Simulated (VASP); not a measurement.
Consider the following.

```
CELL_PARAMETERS angstrom
      3.19357     0.00000     0.00000
     -1.59679     2.76571     0.00000
      0.00000     0.00000    12.51483
ATOMIC_POSITIONS crystal
  W  0.66667 0.33333 0.75000
  W  0.33333 0.66667 0.25000
  S  0.66667 0.33333 0.37800
  S  0.33333 0.66667 0.87800
  S  0.33333 0.66667 0.62200
  S  0.66667 0.33333 0.12200
```

The numbers are results of optB88-vdW, VASP's PBE PAW potentials (set 64) (plane waves; VASP 6.6.1), not measurements. Settings: PREC = Normal, EDIFF = 1E-5, 400 eV cut-off, 11×11×3 Γ-centred mesh, Gaussian smearing of 0.050 eV, potentials W_sv S.

Q: The ions are relaxed. Give the cell that the relaxation ends in.

A: 
```
CELL_PARAMETERS angstrom
      3.19357     0.00000     0.00000
     -1.59679     2.76571     0.00000
      0.00000     0.00000    12.51483
ATOMIC_POSITIONS crystal
  W  0.66667 0.33333 0.75000
  W  0.33333 0.66667 0.25000
  S  0.66667 0.33333 0.37610
  S  0.33333 0.66667 0.87610
  S  0.33333 0.66667 0.62390
  S  0.66667 0.33333 0.12390
```
Space group P6_3/mmc (194), at a tolerance of 0.03 Å.

Q: How much energy does the relaxation gain?

A: The energy (σ→0) changes by -3.6 meV/atom, in 3 ionic steps.

The compound is WS2 in the 2H layered structure. This run relaxes the ions in a fixed cell. Symmetry was kept, so distortions that lower it aren't found.
